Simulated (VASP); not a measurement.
Output of a VASP run:

### OSZICAR
```
       N       E                     dE             d eps       ncg     rms          rms(c)
DAV:   1    -0.131813367109E+02   -0.13181E+02   -0.72972E+03  1136   0.121E+03
DAV:   2    -0.912022643047E+02   -0.78021E+02   -0.72042E+02  1320   0.212E+02
DAV:   3    -0.933048170820E+02   -0.21026E+01   -0.20460E+01  1416   0.349E+01
DAV:   4    -0.933221314565E+02   -0.17314E-01   -0.17120E-01  1328   0.360E+00
DAV:   5    -0.933223918779E+02   -0.26042E-03   -0.25889E-03  1424   0.476E-01    0.120E+01
DAV:   6    -0.868587910356E+02    0.64636E+01   -0.10415E+01  1304   0.380E+01    0.444E+00
DAV:   7    -0.871859923103E+02   -0.32720E+00   -0.95994E-01  1200   0.112E+01    0.205E+00
DAV:   8    -0.866789887243E+02    0.50700E+00   -0.10260E+00  1176   0.113E+01    0.102E+00
DAV:   9    -0.868368988986E+02   -0.15791E+00   -0.87696E-01  1160   0.110E+01    0.220E-01
DAV:  10    -0.868593338667E+02   -0.22435E-01   -0.19573E-01  1156   0.499E+00    0.305E-01
DAV:  11    -0.868576065788E+02    0.17273E-02   -0.33614E-02  1196   0.195E+00    0.129E-01
DAV:  12    -0.868671545337E+02   -0.95480E-02   -0.16476E-02  1252   0.134E+00    0.149E-01
DAV:  13    -0.868569436086E+02    0.10211E-01   -0.33807E-02  1152   0.199E+00    0.618E-02
DAV:  14    -0.868564084865E+02    0.53512E-03   -0.34638E-03  1152   0.869E-01    0.395E-02
DAV:  15    -0.868562978857E+02    0.11060E-03   -0.12392E-04  1256   0.146E-01    0.365E-02
DAV:  16    -0.868562990088E+02   -0.11231E-05   -0.74316E-06  1336   0.388E-02    0.326E-02
DAV:  17    -0.868562858539E+02    0.13155E-04   -0.13684E-04  1136   0.183E-01    0.216E-02
DAV:  18    -0.868563020343E+02   -0.16180E-04   -0.63047E-04  1136   0.338E-01    0.608E-02
DAV:  19    -0.868562636206E+02    0.38414E-04   -0.91342E-05  1128   0.145E-01    0.578E-02
DAV:  20    -0.868562487733E+02    0.14847E-04   -0.40805E-05  1168   0.779E-02    0.115E-02
DAV:  21    -0.868562490540E+02   -0.28069E-06   -0.36138E-06  1212   0.281E-02    0.217E-03
DAV:  22    -0.868562488511E+02    0.20288E-06   -0.56050E-06  1128   0.398E-02    0.163E-03
DAV:  23    -0.868562480810E+02    0.77015E-06   -0.52438E-06  1128   0.375E-02    0.109E-03
DAV:  24    -0.868562477634E+02    0.31759E-06   -0.40328E-07  1168   0.105E-02    0.218E-04
DAV:  25    -0.868562476994E+02    0.63983E-07   -0.26055E-08   588   0.257E-03
   1 F= -.86856248E+02 E0= -.86856248E+02  d E =0.000000E+00
       N       E                     dE             ncg
       N       E                     dE             ncg
```

File OUTCAR:
```
------------------------ aborting loop because EDIFF is reached ----------------------------------------
  FORCE on cell =-STRESS in cart. coord.  units (eV):
  Direction    XX          YY          ZZ          XY          YZ          ZX
  --------------------------------------------------------------------------------------
  Total        0.0626278      0.0626278      0.0626278     -0.0000000     -0.0000000      0.0000000
  in kB        1.8945563      1.8945563      1.8945563     -0.0000000     -0.0000000      0.0000000
  external PRESSURE =       1.8945563 kB  Pullay stress =       0.0000000 kB
  volume of cell :       52.96
      direct lattice vectors                 reciprocal lattice vectors
     0.000000000  2.980667021  2.980667021    -0.167747688  0.167747688  0.167747688
     2.980667021  0.000000000  2.980667021     0.167747688 -0.167747688  0.167747688
     2.980667021  2.980667021  0.000000000     0.167747688  0.167747688 -0.167747688
 POSITION                                       TOTAL-FORCE (eV/Angst)
 -----------------------------------------------------------------------------------
      1.49033      1.49033      1.49033        -0.000000     -0.000000     -0.000000
      4.47100      4.47100      4.47100         0.000000      0.000000      0.000000
      0.00000      0.00000      0.00000         0.000000     -0.000000      0.000000
 -----------------------------------------------------------------------------------
    total drift:                                0.000000     -0.000000      0.000000
  FREE ENERGIE OF THE ION-ELECTRON SYSTEM (eV)
  ---------------------------------------------------
  free  energy   TOTEN  =       -86.8562476994 eV

  energy  without entropy=      -86.8562476994  energy(sigma->0) =      -86.85624770

 total charge

# of ion       s       p       d       tot
------------------------------------------
    1        0.398   0.373   0.000   0.771
    2        0.398   0.373   0.000   0.771
    3        0.791   0.660   8.544   9.996
--------------------------------------------------
tot          1.588   1.406   8.544  11.538
```
(Selected blocks of OUTCAR.)

POSCAR:
```
AuAl2
1
    0.0000000000     2.9806670211     2.9806670211
    2.9806670211    -0.0000000000     2.9806670211
    2.9806670211     2.9806670211     0.0000000000
Al Au
2 1
Direct
  0.2500000000   0.2500000000   0.2500000000
  0.7500000000   0.7500000000   0.7500000000
  0.0000000000   0.0000000000   0.0000000000
```

Problem. Reconstruct the remaining input files.

Solution. This is not unique; one that fits is the input of the run itself, SCAN meta-GGA, plane waves, VASP's PBE PAW potentials (set 64).

KPOINTS_OPT:
```
k-points along high-symmetry lines
10
Line-mode
Reciprocal
  0.000000   0.000000   0.000000 ! GAMMA
  0.500000   0.000000   0.500000 ! X

  0.500000   0.000000   0.500000 ! X
  0.625000   0.250000   0.625000 ! U

  0.375000   0.375000   0.750000 ! K
  0.000000   0.000000   0.000000 ! GAMMA

  0.000000   0.000000   0.000000 ! GAMMA
  0.500000   0.500000   0.500000 ! L

  0.500000   0.500000   0.500000 ! L
  0.500000   0.250000   0.750000 ! W

  0.500000   0.250000   0.750000 ! W
  0.500000   0.000000   0.500000 ! X
```

File KPOINTS:
```
Automatic
0
G
  10 10 10
0 0 0
```

### INCAR
```
SYSTEM=AuAl2
PREC=Accurate; ENCUT=520; LREAL=F
LASPH=T
EDIFF=1E-7; NELM=100; ALGO=Normal
LMAXMIX=6; LMIXTAU=T
ISMEAR=-5
METAGGA=SCAN
ISIF=2
LWAVE=F; LCHARG=F; LORBIT=11
NEDOS=601
LEFG=T
```

POTCAR, in this order: Al Au (PBE.64 set). Program: vasp_std.

For a metal the tetrahedron method with Blöchl corrections gives inexact stress and forces.

The compound is AuAl2 in the fluorite structure. It was relaxed first. The electron count is odd and the run is not spin-polarised, which forces a metal.
